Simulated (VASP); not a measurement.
Here is the system:

```yaml
crystal:
  lattice:
    - [0.00000, 2.16240, 2.16240]
    - [2.16240, 0.00000, 2.16240]
    - [2.16240, 2.16240, 0.00000]
  atoms:
    - { symbol: Ti, position: [0.00000, 0.00000, 0.00000] }
    - { symbol: N, position: [0.50000, 0.50000, 0.50000] }
```

Method: PBE GGA, VASP's PBE PAW potentials (set 64) (plane waves; VASP 6.6.1). Run with 520 eV cut-off, 18×18×18 Γ-centred mesh, first-order Methfessel-Paxton smearing of 0.10 eV, potentials Ti_sv N.

Give the stress tensor in GPa (positive for a compressed cell).

```
-13.06    0.00    0.00
  0.00  -13.06    0.00
  0.00    0.00  -13.06
```
The pressure is its mean diagonal, -13.06 GPa.

The compound is TiN in the rock salt structure. The cell was not relaxed at this level. The run is one of a series of settings (KPOINTS 18×18×18 Γ-centred mesh against the base run), some of them coarse on purpose. The electron count is odd and the run is not spin-polarised, which forces a metal.
